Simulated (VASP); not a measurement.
```
CELL_PARAMETERS angstrom
      1.55663    -2.69615     0.00000
      1.55663     2.69615     0.00000
      0.00000     0.00000    11.60954
ATOMIC_POSITIONS crystal
  W  0.33333 0.66667 0.25000
  W  0.66667 0.33333 0.75000
  S  0.33333 0.66667 0.88594
  S  0.66667 0.33333 0.38594
  S  0.66667 0.33333 0.11406
  S  0.33333 0.66667 0.61406
```

The numbers are results of PBE GGA, VASP's PBE PAW potentials (set 64) (plane waves; VASP), not measurements. Numerical set-up: 500 eV cut-off, 8×8×2 Γ-centred mesh, Gaussian smearing of 0.050 eV, potentials W_sv S.

Energy and stress use the plane-wave basis of the starting cell. Without a dispersion term in the relaxation, distances and binding between the weakly bound layers, chains or molecules are unreliable, and so is what depends on them.

Question: The ions, cell shape and volume at an external pressure of 20.0 GPa are relaxed. What does this cell relax into?

Answer: 
```
CELL_PARAMETERS angstrom
      1.52719    -2.64517     0.00000
      1.52719     2.64517     0.00000
      0.00000     0.00000    11.18685
ATOMIC_POSITIONS crystal
  W  0.33333 0.66667 0.25000
  W  0.66667 0.33333 0.75000
  S  0.33333 0.66667 0.89164
  S  0.66667 0.33333 0.39164
  S  0.66667 0.33333 0.10836
  S  0.33333 0.66667 0.60836
```
Space group P6_3/mmc (194), at a tolerance of 0.03 Å.

Question: How do energy and volume change from the first to the last step?

Answer: The energy (σ→0) changes by +107.9 meV/atom and the volume by -7.3 %, in 11 ionic steps.

The compound is WS2 in the 2H layered structure. This run relaxes it under an external pressure of 20 GPa. Symmetry was kept, so distortions that lower it aren't found.
